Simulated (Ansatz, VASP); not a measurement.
## Cross-check of H23C11 (amorphous polyisobutylene at 580 K) between VASP and Ansatz

One calculation is typed for both programs; each brings its own data sets. How far apart do they land? The cell is taken from a series of runs on this material, whose earlier steps may have relaxed, scaled, displaced or heated it; both programs get it as it stands.

Program: Ansatz 0.2.0. Level of theory: plane waves, with VASP 6.6.1 beside it; single point at LDA. Results are calculated unless marked as measured.

## 1. The structure

The cell holds 136 atoms: 44 C and 92 H. Its edges and angles: a = 11.232 Å, b = 11.232 Å, c = 11.232 Å, α = 90.0°, β = 90.0°, γ = 90.0°. As first built, before any earlier steps moved the atoms (in the runner's words): 2 polyisobutylene chains of 5 units placed at random, at 0.728 g/cm^3; overlaps pushed apart, then 20 ps at 800 K with MMFF94 bonds, angles, torsions, charges and radii (Halgren, J. Comput. Chem. 17, 490 (1996)) in harmonic and 12-6 forms; charges of ions scaled by 0.8. Snapshot after 30 ps at 580 K and fixed volume.

## 2. Ansatz: single point, LDA

Ansatz runs on its default PAW (the set named soft_2) files.

A single point gives forces, pressure and levels at one fixed geometry, so differences don't come from the geometry; what else differs is listed under the comparison.

File input.yaml:

```yaml
crystal:
  lattice:
    - [11.23193, 0.0, 0.0]
    - [0.0, 11.23193, 0.0]
    - [0.0, 0.0, 11.23193]
  atoms:
    - { symbol: C, position: [0.74127, 0.53058, 0.5884] }
    - { symbol: C, position: [0.80366, 0.47039, 0.69105] }
    - { symbol: C, position: [0.73923, 0.36385, 0.74731] }
    - { symbol: C, position: [0.81771, 0.3213, 0.84859] }
    - { symbol: C, position: [0.73135, 0.26559, 0.65462] }
    - { symbol: C, position: [0.61575, 0.40816, 0.78519] }
    - { symbol: C, position: [0.53016, 0.34068, 0.8688] }
    - { symbol: C, position: [0.52147, 0.20946, 0.83909] }
    - { symbol: C, position: [0.57356, 0.35295, 0.99645] }
    - { symbol: C, position: [0.41074, 0.40613, 0.85111] }
    - { symbol: C, position: [0.28763, 0.3675, 0.89835] }
    - { symbol: C, position: [0.20583, 0.47022, 0.86459] }
    - { symbol: C, position: [0.2443, 0.25773, 0.83147] }
    - { symbol: C, position: [0.29329, 0.34778, 0.03337] }
    - { symbol: C, position: [0.18244, 0.34426, 0.11391] }
    - { symbol: C, position: [0.13149, 0.46772, 0.13539] }
    - { symbol: C, position: [0.08414, 0.26714, 0.06185] }
    - { symbol: C, position: [0.21571, 0.28393, 0.2326] }
    - { symbol: C, position: [0.29141, 0.34074, 0.33142] }
    - { symbol: C, position: [0.32154, 0.24023, 0.41685] }
    - { symbol: C, position: [0.22276, 0.43374, 0.40167] }
    - { symbol: C, position: [0.40703, 0.39527, 0.28848] }
    - { symbol: H, position: [0.7191, 0.46696, 0.51695] }
    - { symbol: H, position: [0.79802, 0.60005, 0.54881] }
    - { symbol: H, position: [0.65791, 0.57434, 0.61638] }
    - { symbol: H, position: [0.82083, 0.53638, 0.76246] }
    - { symbol: H, position: [0.89223, 0.43856, 0.66177] }
    - { symbol: H, position: [0.90747, 0.30072, 0.81378] }
    - { symbol: H, position: [0.78424, 0.23936, 0.89102] }
    - { symbol: H, position: [0.82767, 0.38995, 0.91821] }
[... 100 atom lines left out ...]
    - { symbol: H, position: [0.45748, 0.81759, 0.49342] }
    - { symbol: H, position: [0.44223, 0.96622, 0.54782] }
    - { symbol: H, position: [0.56417, 0.8767, 0.59503] }
    - { symbol: H, position: [0.39952, 0.66717, 0.78614] }
    - { symbol: H, position: [0.54308, 0.71346, 0.73585] }
    - { symbol: H, position: [0.44173, 0.64343, 0.63523] }
kpoints:
  mp_grid: { grid: [1, 1, 1] }
hamiltonian:
  xc: lda
scf:
  occupations: { method: fixed }
output:
  forces: true
  stress: true
  populations: intrinsic
  dos:
    method: { smearing: { sigma: 0.15 } }
    de: 0.1
    projected: { site_lists: { C: [C], H: [H] } }
  eigenvalues: true
  write_density: true
  write_potential: true
  volumetric_format: npy
```

On the command line:

```sh
$ ansatz run input.yaml --threads 4 --pin off --max-ram 8192MiB --backend cpu --events-out ev --progress --plain --runs-dir out
```

Numbers of over 12 decimals in the logs are rounded to 6 here.

What it wrote:

```text
Engine: ansatz 0.2.0, x86_64-unknown-linux-gnu
Pseudopotentials: kind: paw
Pseudopotential: C, paw, valence charge 4, recommended cutoff 420 eV (normal), C.paw.azcp
Pseudopotential: H, paw, valence charge 1, recommended cutoff 420 eV (normal), H.paw.azcp
Functional definition: SPW92
  exchange = slater_x
  correlation = pw_c
Crystal: 136 atoms, lattice volume = 1416.978 Å³
Basis set: ecut = 420 eV, 27633 PW (Γ)
Bands: 270, of which v1, the nominal top of the filled ones, is band 134 counted from 1 (133 counted from 0)
Symmetry: 1 space group operations
Space group: P1 (ITA 1), of the structure as read, at distance tolerance 1.1e-4 Å
k-points: 1
Non-local potential: C, projectors of the file, l = 0: 2, l = 1: 2, l = 2: 1
Non-local potential: H, projectors of the file, l = 0: 2, l = 1: 1
PAW form: soft (Blöchl's): semilocal exchange-correlation on the pseudo side does not see the compensation charge
PAW frozen core: C, regenerated for the run's functional, and the local potential with it (the file was generated under x = pbe(κ = 0.804, μ = 0.219515), c = pbe(β = 0.066725))
PAW one-centre angular grid: C, 110 points (default); XC on 64 Gauss nodes
PAW one-centre angular grid: H, 110 points (default); XC on 64 Gauss nodes
Initial density: superposition of atomic densities (neutral atoms: chi_scale 0, normalization atom), corrected by the library's trained network
Initial wavefunctions: pseudopotential atomic-orbital guess
Functional: x = slater, c = lda
SCF iter   1: F=—  HF=-12144.994757 eV  |F-HF|=—  |Δ(HF+E_count)|=         —  Δρ=8.18e-3  dr2=6.91e-1  ethr=1.77e-3  ⟨swp⟩=4.0  Hψ=937  notcnv=0  defer=130
preconditioner: auto → Resta (q_TF=auto, 2.067 Å⁻¹)  ε∞=2.2  [insulator: Δε(μ)=4.834 eV  Ē_g=14.989 eV  n_scr=202 (ndim 8)  ℏωp=16.1 eV  f_vac=0.322  ε∞_Penn≈2.2]
SCF iter   2: F=—  HF=-12144.833190 eV  |F-HF|=—  |Δ(HF+E_count)|=   1.62e-1  Δρ=3.45e-3  dr2=1.14e-1  ethr=2.58e-4  ⟨swp⟩=3.0  Hψ=415  notcnv=0  defer=134
SCF iter   3: F=—  HF=-12144.827319 eV  |F-HF|=—  |Δ(HF+E_count)|=   5.87e-3  Δρ=8.59e-4  dr2=1.14e-2  ethr=4.26e-5  ⟨swp⟩=4.0  Hψ=278  notcnv=0  defer=134
SCF iter   4: F=—  HF=-12144.833589 eV  |F-HF|=—  |Δ(HF+E_count)|=   6.27e-3  Δρ=1.76e-4  dr2=1.16e-3  ethr=4.24e-6  ⟨swp⟩=3.0  Hψ=244  notcnv=0  defer=134
SCF iter   5: F=—  HF=-12144.836064 eV  |F-HF|=—  |Δ(HF+E_count)|=   2.47e-3  Δρ=9.97e-5  dr2=2.32e-4  ethr=4.33e-7  ⟨swp⟩=3.0  Hψ=264  notcnv=0  defer=134
SCF iter   6: F=—  HF=-12144.836448 eV  |F-HF|=—  |Δ(HF+E_count)|=   3.84e-4  Δρ=2.39e-5  dr2=1.52e-5  ethr=8.67e-8  ⟨swp⟩=2.0  Hψ=277  notcnv=0  defer=134
SCF iter   7: F=—  HF=-12144.835344 eV  |F-HF|=—  |Δ(HF+E_count)|=   1.10e-3  Δρ=7.33e-6  dr2=1.02e-6  ethr=5.66e-9  ⟨swp⟩=2.0  Hψ=366  notcnv=0  defer=134
SCF iter   8: F=—  HF=-12144.835347 eV  |F-HF|=—  |Δ(HF+E_count)|=   3.02e-6  Δρ=3.53e-6  dr2=2.26e-7  ethr=3.80e-10  ⟨swp⟩=2.0  Hψ=275  notcnv=0  defer=134
SCF iter   9: F=-12144.835347 eV  HF=-12144.835347 eV  |F-HF|=5.98e-8  |Δ(HF+E_count)|=   2.13e-7  Δρ=7.05e-7  dr2=1.36e-8  ethr=3.73e-11  ⟨swp⟩=24.0  Hψ=2642  notcnv=0
SCF 1 converged in 9 iterations: F = -12144.835347 eV  dr2 = 1.36e-8
  greatest PAW one-centre occupation: 0.655 electrons in one spin orbital (limit 2), on the C atom at site 89 (counted from 0), in its partial waves of l = 0
SCF converged after 9 iterations
Free energy (F): -12144.835347 eV
Harris-Foulkes:  -12144.835347 eV  (|F-HF|=5.98e-8)
Internal energy: -12144.835347 eV  (E = F + TS)
E sigma→0 (E₀):  -12144.835347 eV
Fermi energy:    -2.558432 eV
--- Per-component energies (eV) ---
  E_band       = -2048.920330
  E_kinetic    = 5285.037647
  E_local      = -22564.226537  (includes V_loc(G=0)·N_el)
  E_nonlocal   = 1386.413763
  E_hartree    = 8955.825707
  E_xc         = -2909.319247
  E_vxc        = -3668.861376  (∫ρ·V_xc dr)
  E_paw        = -4090.757472  (= ΣΔE_a)
  E_vpaw       = -398.816003  (= ΣTr[D̂ρ^β])
  E_aug_tail   = -0.121532  (compensation charges beyond the density's cutoff)
  E_ewald      = 1789.547694
  E_core_change = 2.764630  (= ΣΔE_core)
  E_smearing   = -0.000000  (= −TS)
  E_closure    = -0.000000  (closes the sum)
  Σ components = -12144.835347   (vs F -12144.835347, Δ=0.00e0)
--- Forces (eV/Å), atoms counted from 1 ---
  atom   1  C     -0.01510618    -0.00301287    -0.00510992
  atom   2  C      0.00062350     0.01122890     0.00218589
  atom   3  C      0.00321748    -0.00338520    -0.00012331
  atom   4  C     -0.00289459     0.00282436    -0.00221635
  atom   5  C     -0.00957560     0.00440237     0.00001418
  atom   6  C     -0.00302051     0.00519578    -0.00220219
  atom   7  C     -0.00737296    -0.00043589     0.01015906
  atom   8  C      0.01049202     0.00082129    -0.00149397
  atom   9  C      0.00228938    -0.00424409    -0.00557056
  atom  10  C     -0.00675321     0.00606502    -0.00226445
  atom  11  C      0.00713590    -0.00608464    -0.00440683
[...]
atom  85  C     -0.01200860    -0.02755708     0.00554639
  atom  86  C     -0.02282156    -0.00577171    -0.00953231
  atom  87  C      0.00427516    -0.01532811     0.00335144
  atom  88  C     -0.00559578     0.00258604    -0.00659861
  atom  89  C     -0.00020064     0.00240352    -0.01283795
  atom  90  C     -0.00006829     0.00117695    -0.01114202
  atom  91  H      0.00374744    -0.00295089    -0.00123258
  atom  92  H      0.00326391     0.00154206    -0.00279606
  atom  93  H     -0.00209110    -0.00439495    -0.00055537
  atom  94  H     -0.00163005     0.00680435    -0.00070068
  atom  95  H     -0.00552648     0.00224250    -0.00404405
  atom  96  H      0.00257953    -0.00121568     0.00647627
  atom  97  H      0.00803420    -0.00033762    -0.01522280
[...]
atom 129  H      0.00672329    -0.01380821     0.00477958
  atom 130  H     -0.01004821     0.00421832    -0.00415086
  atom 131  H      0.00797502     0.01230965     0.01849171
  atom 132  H      0.00726079    -0.01958641     0.00971588
  atom 133  H     -0.01013775     0.00517707    -0.00974385
  atom 134  H      0.00064711     0.00463375    -0.00613181
  atom 135  H     -0.00667236     0.00051593    -0.00509139
  atom 136  H      0.00368999     0.01069265     0.00935962
  max |Σ_I F_I| component: 7.15e-6 eV/Å
--- Stress (GPa, compression-positive) ---
       -0.322625       0.043454      -0.061892
        0.043454      -0.325349      -0.001213
       -0.061892      -0.001213      -0.253638
  P = ⅓ Tr σ = -0.3005 GPa (-3.005 kbar)
--- Band table (eV) ---
  k-point 0: bands = [... 130 lower, -2.8744, -2.8550, -2.5700, -2.5584, 2.3388, 3.1985, 3.3414, 3.3994, ... 132 higher]
--- intrinsic populations: 136 sites ---
  site symbol       q [e]
     0      C      4.5427
     1      C      4.3173
     2      C      3.9369
     3      C      4.5213
     4      C      4.5386
     5      C      4.3268
     6      C      3.9388
     7      C      4.5189
     8      C      4.5285
     9      C      4.3178
    10      C      3.9388
    11      C      4.5224
    12      C      4.5214
    13      C      4.3215
    14      C      3.9390
    15      C      4.5322
    16      C      4.5182
    17      C      4.3343
    18      C      3.9299
    19      C      4.5322
    20      C      4.5459
    21      C      4.5371
    22      H      0.8239
    23      H      0.8125
[...]
128      H      0.8347
   129      H      0.8315
   130      H      0.8224
   131      H      0.8331
   132      H      0.8236
   133      H      0.8334
   134      H      0.8325
   135      H      0.8318
  spilling = -0.000000 (of n_electrons = 268.000000)
```

## 3. VASP: single point, LDA

The same cell, functional (in two slightly different forms) and mesh now go to VASP, with its own data sets.

Lines of VASP's logs that name or quote its potential files are left out, and so is its time.

File INCAR:

```
SYSTEM = H23C11
PREC = Accurate
ENCUT = 600
EDIFF = 1E-06
NELM = 120
ISMEAR = 0
SIGMA = 0.01
LREAL = Auto
ALGO = Normal
GGA = CA
NBANDS = 229
LORBIT = 11
LWAVE = .FALSE.
LCHARG = .FALSE.
ISIF = 2
LASPH = .TRUE.
GGA_COMPAT = .FALSE.
EFERMI = MIDGAP
```

File POSCAR:

```
H23C11
1.0
   11.2319300000      0.0000000000      0.0000000000
    0.0000000000     11.2319300000      0.0000000000
    0.0000000000      0.0000000000     11.2319300000
C H
44 92
Direct
    0.7412700000      0.5305800000      0.5884000000
    0.8036600000      0.4703900000      0.6910500000
    0.7392300000      0.3638500000      0.7473100000
    0.8177100000      0.3213000000      0.8485900000
    0.7313500000      0.2655900000      0.6546200000
    0.6157500000      0.4081600000      0.7851900000
    0.5301600000      0.3406800000      0.8688000000
    0.5214700000      0.2094600000      0.8390900000
    0.5735600000      0.3529500000      0.9964500000
    0.4107400000      0.4061300000      0.8511100000
    0.2876300000      0.3675000000      0.8983500000
    0.2058300000      0.4702200000      0.8645900000
    0.2443000000      0.2577300000      0.8314700000
    0.2932900000      0.3477800000      0.0333700000
    0.1824400000      0.3442600000      0.1139100000
    0.1314900000      0.4677200000      0.1353900000
    0.0841400000      0.2671400000      0.0618500000
    0.2157100000      0.2839300000      0.2326000000
    0.2914100000      0.3407400000      0.3314200000
    0.3215400000      0.2402300000      0.4168500000
    0.2227600000      0.4337400000      0.4016700000
    0.4070300000      0.3952700000      0.2884800000
    0.8214600000      0.9288700000      0.3268400000
    0.8861100000      0.9006600000      0.2123000000
    0.8229300000      0.9393600000      0.0983300000
    0.7888000000      0.0699900000      0.1070500000
    0.7085700000      0.8689000000      0.0820800000
    0.9030700000      0.9301600000      0.9878800000
    0.9746200000      0.8198600000      0.9524700000
    0.0788200000      0.7973600000      0.0364200000
[... 100 atom lines left out ...]
    0.4574800000      0.8175900000      0.4934200000
    0.4422300000      0.9662200000      0.5478200000
    0.5641700000      0.8767000000      0.5950300000
    0.3995200000      0.6671700000      0.7861400000
    0.5430800000      0.7134600000      0.7358500000
    0.4417300000      0.6434300000      0.6352300000
```

File KPOINTS:

```
Automatic mesh
0
Gamma
1 1 1
0 0 0
```

Potentials, in the order of the species: C and H (LDA family, release 64).

On the command line:

```sh
$ export OMP_NUM_THREADS=3
$ mpirun -np 1 vasp_gam
```

What it wrote:

```text
[banner, memory and clock lines left out]
running    1 mpi-ranks, on    1 nodes
[...]
Offloading initialized ...    1 GPUs detected
[...]
LDA part: xc-table for (Slater(with rela. corr.)+CA(PZ))
 , standard interpolation
 POSCAR, INCAR and KPOINTS ok, starting setup
[...]
entering main loop
       N       E                     dE             d eps       ncg     rms          rms(c)
DAV:   1     0.167139458223E+04    0.16714E+04   -0.13678E+05   458   0.116E+03
DAV:   2    -0.624362305997E+03   -0.22958E+04   -0.21595E+04   575   0.248E+02
DAV:   3    -0.864243915304E+03   -0.23988E+03   -0.23791E+03   604   0.801E+01
DAV:   4    -0.871628511639E+03   -0.73846E+01   -0.73636E+01   604   0.164E+01
[...]
DAV:  20    -0.782790877000E+03   -0.28527E-05   -0.35713E-06   508   0.485E-03    0.197E-03
DAV:  21    -0.782790878132E+03   -0.11317E-05   -0.89056E-07   420   0.304E-03    0.144E-03
DAV:  22    -0.782790878327E+03   -0.19564E-06   -0.60519E-07   436   0.173E-03
   1 F= -.78279088E+03 E0= -.78279088E+03  d E =0.000000E+00
```

OUTCAR, selected parts (step 3):

```text
  FREE ENERGIE OF THE ION-ELECTRON SYSTEM (eV)
  ---------------------------------------------------
  free  energy   TOTEN  =      -782.7908783274 eV

  energy  without entropy=     -782.7908783274  energy(sigma->0) =     -782.79087833
```

The run ends at a pressure of -0.19 GPa, with forces up to 0.051 eV/Å.

## 4. Comparison

Known differences besides the potentials themselves: the two LDA forms differ slightly; fixed occupations in Ansatz, narrow Gaussian smearing in VASP; the cutoff is 420 eV in Ansatz and 600 eV in VASP (PREC = Accurate, projectors in real space); VASP's log shows a relativistic correction to its local exchange, Ansatz's none. Total energies have different zeros and are not compared.

Compared:

| quantity | Ansatz | VASP | difference |
| --- | --- | --- | --- |
| pressure (GPa) | -0.30 | -0.19 | -0.11 |
| gap on the k mesh (eV) | 4.897 | 4.897 | 0.000 |

At this near-relaxed geometry the largest component of a force difference is 45 meV/Å. A gap on the mesh is an upper bound, since the band edges may lie between its points.

## 5. Results

* r.m.s. force difference (single point, LDA): 21 meV/Å

**Reading.** The r.m.s. force difference is 21 meV/Å (single point, LDA), beyond the 12 meV/Å picked in this series as the mark of a large difference. What causes the difference of the single point, LDA pair stays open here. Such differences can come from data sets, numerical settings and the points named under the comparisons, not from the functional's error against experiment.

[Lines on the potential files, build, host, timing and source positions are cut from VASP's logs without a mark.]

[Logs are printed without paths, hosts, clocks, repeated set-up lines and the standing remarks that a program may print on its own settings, such as how far it seeks lower states.]

[Hosts, paths, dates, database ids (printed as entryN), source tags and the programs' standing remarks are cut or masked in the printed files.]

[The MMFF94 radii named for the starting cell were scaled by 0.96; in molecules described by MMFF94, hydrogen bound to N, O or S took a small fixed 12-6 site in their place.]
